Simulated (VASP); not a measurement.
Method: PBE GGA, VASP's PBE PAW potentials (set 64) (plane waves; VASP).

A VASP calculation is set up with these files.

**KPOINTS**
```
Regular mesh
0
Gamma
  10 10 10
```

INCAR:
```
SYSTEM = NiO
PREC = Accurate; ENCUT = 500; LREAL = .FALSE.
LASPH = .TRUE.
EDIFF = 1E-6; NELM = 100; ALGO = Normal
LMAXMIX = 4
ISMEAR = 0; SIGMA = 0.05
GGA = PE
MAGMOM = 0.0 2.0
ISPIN = 2
IBRION = 2; NSW = 60; ISIF = 3
EDIFFG = -0.01
LWAVE = .FALSE.; LCHARG = .FALSE.; LORBIT = 10
```

**POSCAR**
```
NiO
1.0
  0.0000000000   2.0101120000   2.0101120000
  2.0101120000   0.0000000000   2.0101120000
  2.0101120000   2.0101120000   0.0000000000
O Ni
1 1
direct
  0.0000000000   0.0000000000   0.0000000000
  0.5000000000   0.5000000000   0.5000000000
```

POTCAR, in this order: O Ni (PBE.64 set). Program: vasp_std.

Energy and stress use the plane-wave basis of the starting cell. The moments were started parallel, and other spin orders were not tried in this run.

**Question.** What does the run give for the energy per atom (σ→0), cell moment, volume per atom, band gap (on the k-mesh)?

**Answer.** 
```yaml
energy per atom (σ→0): -5.733 eV/atom
cell_moment: 1.79 μB
band gap (on the k-mesh): none (metal, semimetal or under 0.01 eV)
volume_per_atom: 9.31 Å³/atom
```

### OSZICAR
```
...
DAV:   1    -0.114687459504E+02   -0.18933E-02   -0.29187E-02  2554   0.302E+00    0.325E-01
DAV:   2    -0.114671680419E+02    0.15779E-02   -0.61087E-03  2734   0.183E+00    0.213E-01
DAV:   3    -0.114670131960E+02    0.15485E-03   -0.83857E-04  3370   0.816E-01    0.125E-01
DAV:   4    -0.114669732425E+02    0.39954E-04   -0.11979E-04  3520   0.261E-01    0.366E-02
DAV:   5    -0.114669611871E+02    0.12055E-04   -0.19725E-05  3551   0.704E-02    0.262E-02
DAV:   6    -0.114669566826E+02    0.45045E-05   -0.63057E-06  2694   0.334E-02    0.999E-03
DAV:   7    -0.114669564484E+02    0.23418E-06   -0.10415E-06  1302   0.202E-02
   4 F= -.11466956E+02 E0= -.11466257E+02  d E =-.200958E+00  mag=     1.7860
```

The structure was generated: NiO was put into the rocksalt type (Fm-3m), which need not be its known phase. This run relaxes it. Symmetry was kept, so distortions that lower it aren't found.
